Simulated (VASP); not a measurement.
# BaTi2Bi2O with r2SCAN + rVV10: from relaxation to properties, part 3 of 7

Wanted: the relaxed cell of BaTi2Bi2O and its properties. The start is a computed cell from the Materials Project.

VASP 6.6.1; r2SCAN with rVV10, no spin polarisation; plane waves and PAW (Ba_sv, Ti_sv, Bi_d, O).

Still holding for the runs below: This run has no spin polarisation, although Ti can carry a moment. The k-mesh is coarse for a metal.

So far. Step 2 (Full relaxation (r2SCAN + rVV10)): It ends with a largest force of 0.003 eV/Å and a pressure of -0.02 GPa. Step 3 (Second relaxation): It ends with a largest force of 0.002 eV/Å and a pressure of -0.03 GPa. The volume moved by under 0.01 %: the run met its threshold at the first step. The relaxed cell has a = 4.097, c = 8.533 Å (conventional setting).

## Step 4: Single point with fields (r2SCAN + rVV10)

A single point on the relaxed cell gives a clean self-consistent state, with density, ELF and potential written out.

The input, INCAR:

```
SYSTEM = BaTi2Bi2O
PREC = Accurate
ENCUT = 520
EDIFF = 1E-06
NELM = 100
ISMEAR = 0
SIGMA = 0.05
LREAL = .FALSE.
ALGO = Normal
METAGGA = R2SCAN
LUSE_VDW = .TRUE.
IVDW_NL = 2
BPARAM = 11.95
CPARAM = 0.0093
LASPH = .TRUE.
NBANDS = 43
LORBIT = 11
LWAVE = .FALSE.
LCHARG = .TRUE.
ISIF = 2
LELF = .TRUE.
LVHAR = .TRUE.
```

The input, POSCAR:

```
BaTi2Bi2O
1.0
    4.0967754502      0.0000000000      0.0000000000
    0.0000000000      4.0967754502      0.0000000000
    0.0000000000      0.0000000000      8.5330466247
Ba Ti Bi O
1 2 2 1
Direct
    0.5000000000      0.5000000000      0.5000000000
    0.0000000000      0.5000000000      0.0000000000
    0.5000000000      0.0000000000      0.0000000000
    0.0000000000      0.0000000000      0.2475347964
    0.0000000000      0.0000000000      0.7524652036
    0.5000000000      0.5000000000      0.0000000000
```

The input, KPOINTS:

```
Automatic mesh
0
Gamma
6 6 3
0 0 0
```

The projector-augmented-wave data sets are Ba_sv, Ti_sv, Bi_d and O (PBE family, release 64).

Command:

```
mpirun -np 4 vasp_std
```

What it wrote:

```text
[banner, memory and clock lines left out]
running    4 mpi-ranks, on    1 nodes
 distrk:  each k-point on    4 cores,    1 groups
 distr:  one band on    1 cores,    4 groups

 POSCAR found type information on POSCAR BaTiBiO
 POSCAR found :  4 types and       6 ions
 [... a notice as in an earlier step ...]

 [... a notice as in an earlier step ...]

 LDA part: xc-table for (None), standard interpolation
|                                                                             |
|           W    W    AA    RRRRR   N    N  II  N    N   GGGG   !!!           |
|           W    W   A  A   R    R  NN   N  II  NN   N  G    G  !!!           |
|           W    W  A    A  R    R  N N  N  II  N N  N  G       !!!           |
|           W WW W  AAAAAA  RRRRR   N  N N  II  N  N N  G  GGG   !            |
|           WW  WW  A    A  R   R   N   NN  II  N   NN  G    G                |
|           W    W  A    A  R    R  N    N  II  N    N   GGGG   !!!           |
|                                                                             |
|     The number of bands has been changed from the values supplied in        |
|     The orbitals not found in the WAVECAR file will be initialized with     |
|     random numbers, which is usually adequate. For correlated               |
|     calculations, however, you should redo the groundstate calculation.     |
|     I found NBANDS = 43. Now, NBANDS = 44.                                  |
|                                                                             |

 POSCAR, INCAR and KPOINTS ok, starting setup
 FFT: planning ... GRIDC
 FFT: planning ... GRID_SOFT
 FFT: planning ... GRID
 WAVECAR not read
 entering main loop
       N       E                     dE             d eps       ncg     rms          rms(c)
Total rVV10 correction in eV:      1.6866360    72.6787400
DAV:   1     0.821767669606E+03    0.82177E+03   -0.35932E+04  1760   0.191E+03
DAV:   2    -0.520865213047E+02   -0.87385E+03   -0.85319E+03  1784   0.567E+02
DAV:   3    -0.193294665002E+03   -0.14121E+03   -0.13808E+03  2684   0.222E+02
DAV:   4    -0.204698627372E+03   -0.11404E+02   -0.11305E+02  2912   0.550E+01
DAV:   5    -0.205469587663E+03   -0.77096E+00   -0.76978E+00  2568   0.103E+01    0.194E+01
Total rVV10 correction in eV:      1.6685859    72.6787389
DAV:   6    -0.183627551887E+03    0.21842E+02   -0.60935E+01  2472   0.510E+01    0.984E+00
Total rVV10 correction in eV:      1.6826339    72.6787391
DAV:   7    -0.182054904778E+03    0.15726E+01   -0.13627E+01  2324   0.194E+01    0.511E+00
Total rVV10 correction in eV:      1.6828285    72.6787390
DAV:   8    -0.181924088521E+03    0.13082E+00   -0.15304E+00  2244   0.579E+00    0.216E+00
Total rVV10 correction in eV:      1.6917220    72.6787390
DAV:   9    -0.181923818149E+03    0.27037E-03   -0.70545E-01  2408   0.378E+00    0.968E-01
Total rVV10 correction in eV:      1.6919027    72.6787390
DAV:  10    -0.181920775680E+03    0.30425E-02   -0.97558E-02  2276   0.174E+00    0.537E-01
Total rVV10 correction in eV:      1.6922457    72.6787390
DAV:  11    -0.181919243611E+03    0.15321E-02   -0.10728E-02  2448   0.591E-01    0.325E-01
Total rVV10 correction in eV:      1.6934859    72.6787390
DAV:  12    -0.181919907822E+03   -0.66421E-03   -0.51535E-03  2416   0.470E-01    0.427E-02
Total rVV10 correction in eV:      1.6934779    72.6787390
DAV:  13    -0.181919948542E+03   -0.40720E-04   -0.52822E-04  2652   0.126E-01    0.425E-02
Total rVV10 correction in eV:      1.6935880    72.6787390
DAV:  14    -0.181919946539E+03    0.20030E-05   -0.64527E-05  2296   0.378E-02    0.162E-02
Total rVV10 correction in eV:      1.6935692    72.6787390
DAV:  15    -0.181919943174E+03    0.33650E-05   -0.18797E-05  2176   0.200E-02    0.475E-03
Total rVV10 correction in eV:      1.6935689    72.6787390
DAV:  16    -0.181919943649E+03   -0.47467E-06   -0.20138E-06  1648   0.790E-03
Total rVV10 correction in eV:      1.6935464    72.6787390
Total rVV10 correction in eV:      1.6935598    72.6787390
   1 F= -.18191994E+03 E0= -.18191619E+03  d E =-.751599E-02
```

It took 3.8 min on 4 MPI ranks of AMD EPYC 7R43, shared host; peak memory 0.94 GiB.

Parts of OUTCAR (step 4):

```text
The static configuration has the point symmetry D_4h.

 Found     20 irreducible k-points:

   k-points           NKPTS =     20   k-points in BZ     NKDIM =     20   number of bands    NBANDS=     44

   NELECT =      70.0000    total number of electrons

 E-fermi :   6.9112

 k-point     1 :       0.0000    0.0000    0.0000
  band No.  band energies     occupation
    ...
     30       4.9248      2.00000
     31       4.9248      2.00000
     32       5.3598      2.00000
     33       5.6611      2.00000
     34       6.4189      2.00000
     35       6.9432      0.36556
     36       7.0470      0.00012
     37       7.0470      0.00012
     38       7.7970      0.00000
     39       8.2201      0.00000
    ...

 k-point     2 :       0.1667    0.0000    0.0000
  band No.  band energies     occupation
    ...
     31       5.0519      2.00000
     32       5.0898      2.00000
     33       5.5170      2.00000
     34       5.9870      2.00000
     35       6.0475      2.00000
     36       7.1020      0.00000
     37       7.7771      0.00000
     38       7.9565      0.00000
     39       8.0708      0.00000
     40       8.2602      0.00000
    ...

  Total       -0.0211790     -0.0211790     -0.0353405      0.0000000     -0.0000000      0.0000000
  in kB       -0.2369339     -0.2369339     -0.3953616      0.0000000     -0.0000000      0.0000000
  external PRESSURE =      -0.2897431 kB  Pullay stress =       0.0000000 kB

 POSITION                                       TOTAL-FORCE (eV/Angst)
 -----------------------------------------------------------------------------------
      2.04839      2.04839      4.26652         0.000000      0.000000      0.000000
      0.00000      2.04839      0.00000         0.000000      0.000000      0.000000
      2.04839      0.00000      0.00000         0.000000      0.000000      0.000000
      0.00000      0.00000      2.11223        -0.000000      0.000000     -0.001780
      0.00000      0.00000      6.42082         0.000000     -0.000000      0.001780
      2.04839      2.04839      0.00000         0.000000      0.000000      0.000000
 -----------------------------------------------------------------------------------
    total drift:                                0.000000     -0.000000      0.000000

  FREE ENERGIE OF THE ION-ELECTRON SYSTEM (eV)
  ---------------------------------------------------
  free  energy   TOTEN  =      -181.9199436487 eV

  energy  without entropy=     -181.9124276588  energy(sigma->0) =     -181.91618565

 total charge
# of ion       s       p       d       tot
------------------------------------------
    1        2.023   5.596   0.318   7.937
    2        2.166   6.134   1.901  10.201
    3        2.166   6.134   1.901  10.201
    4        1.401   1.740   9.879  13.021
    5        1.401   1.740   9.879  13.021
    6        1.567   3.499   0.000   5.066
--------------------------------------------------
tot         10.723  24.843  23.879  59.445

[... 8 parts as in an earlier step ...]

[... 4 further parts left out ...]
```

This step gave:

| Item | Value |
| --- | --- |
| SCF cycles | 16 |
| bands | 44 |
| pressure | -0.02897 GPa |

Valence electrons inside each PAW sphere by angular momentum. Sphere charges, by row:

```csv
atom,s (e),p (e),d (e),tot (e)
Ba1,2.023,5.596,0.318,7.937
Ti2,2.166,6.134,1.901,10.2
Ti3,2.166,6.134,1.901,10.2
Bi4,1.401,1.74,9.879,13.02
Bi5,1.401,1.74,9.879,13.02
O6,1.567,3.499,0,5.066
```

Electrostatic potential energy in the ac plane at fractional y = 0.500, with atoms of Ba and Ti and O within 0.2 Å of it. With pseudopotentials it is smooth inside the atoms' cores, unlike the true potential.

Ten even steps from '0' (-54 eV) to '9' (3 eV), each cell a mean:
```
00378610278610
23689976899842
77899999999987
99999999999999
99999999999999
99999999999999
99999999999999
99999988899999
99998877788999
99987766678899
99876544567889
99876533457789
99876543457789
99887655667899
99988777778999
99999888889999
99999999999999
99999999999999
99999999999999
99999999999999
88999999999988
45789998999865
00478732588620
00268400168500
```
Columns run along a (4.1 Å; values clipped at the 3rd and 97th percentile), rows up along c (8.5 Å). Atoms in or near the plane, at fractional coordinates: Ba at (0.50, 0.50), Ti at (0.00, 0.00), O at (0.50, 0.00).

ELF in the ac plane at fractional y = 0.500, with atoms of Ba and Ti and O within 0.2 Å of it. It is the smooth field of the valence electrons, not physical close to the nuclei.

Ten even steps from '_' (0.02) to '@' (0.95), each cell a mean:
```
@@##--..++%%##**%%%%--..++%%
++==..__--##%%%%%%**::__::==
::..____..--++++++--______..
......______......______....
--::::..______________..::::
::::::..______________..::::
::::..________________....::
....______....::..______....
..______--++####**++..______
______--##%%@@@@@@%%**::____
____::**@@@@%%##%%@@%%++..__
____--##@@%%++==##%%%%**..__
____--##@@%%****##@@%%**..__
____..++%%@@%%%%@@@@##==____
______..++##%%%%%%##--..____
....____..::====--::______..
::....__________________....
::::....______________..::::
--::::..______________..::--
::::..________________....::
..________::------..______..
--::____::++######++..__..::
##**::__==%%%%##%%##::..--**
@@@@==..++%%**==##%%--..**@@
```
Columns run along a (4.1 Å), rows up along c (8.5 Å). Atoms in or near the plane, at fractional coordinates: Ba at (0.50, 0.50), Ti at (0.00, 0.00), O at (0.50, 0.00).

Valence density in the ac plane at fractional y = 0.500, with atoms of Ba and Ti and O within 0.2 Å of it. It is the smooth field of the valence electrons, not physical close to the nuclei.

Values in e/Å³, 24 rows by 14 columns, each cell a mean:
```
 9  6  2  1  1  2  5  6  3  1  0  1  3  7
 3  2  1  0  0  1  1  2  1  1  0  0  1  2
 0  0  0  0  0  0  0  0  0  0  0  0  0  0
 0  0  0  0  0  0  0  0  0  0  0  0  0  0
 0  0  0  0  0  0  0  0  0  0  0  0  0  0
 0  0  0  0  0  0  0  0  0  0  0  0  0  0
 0  0  0  0  0  0  0  0  0  0  0  0  0  0
 0  0  0  0  0  0  0  0  0  0  0  0  0  0
 0  0  0  0  0  0  0  0  0  0  0  0  0  0
 0  0  0  0  0  1  1  1  1  1  0  0  0  0
 0  0  0  0  1  1  1  1  1  1  1  0  0  0
 0  0  0  0  1  1  1  0  1  1  1  0  0  0
 0  0  0  0  1  1  1  1  1  1  1  0  0  0
 0  0  0  0  1  1  1  1  1  1  0  0  0  0
 0  0  0  0  0  0  1  1  1  0  0  0  0  0
 0  0  0  0  0  0  0  0  0  0  0  0  0  0
 0  0  0  0  0  0  0  0  0  0  0  0  0  0
 0  0  0  0  0  0  0  0  0  0  0  0  0  0
 0  0  0  0  0  0  0  0  0  0  0  0  0  0
 0  0  0  0  0  0  0  0  0  0  0  0  0  0
 0  0  0  0  0  0  0  0  0  0  0  0  0  0
 1  1  0  0  0  0  1  1  1  0  0  0  0  1
 6  4  1  0  1  1  3  4  2  1  0  0  2  5
12  8  2  1  1  2  6  7  5  2  1  1  4 10
```
Columns run along a (4.1 Å), rows up along c (8.5 Å). Atoms in or near the plane, at fractional coordinates: Ba at (0.50, 0.50), Ti at (0.00, 0.00), O at (0.50, 0.00).

In this run the pressure is -0.03 GPa, small enough to go on.

(Continued in part 4 of 7.)

[Lines on the potential files, build, host, timing and source positions are cut from VASP's logs without a mark.]

[Logs are printed without paths, hosts, clocks, repeated set-up lines and the standing remarks that a program may print on its own settings, such as how far it seeks lower states.]

[Hosts, paths, dates, database ids (printed as entryN), source tags and the programs' standing remarks are cut or masked in the printed files.]

[A measured line is paired with the nearest computed mode of its activity, which favours agreement.]
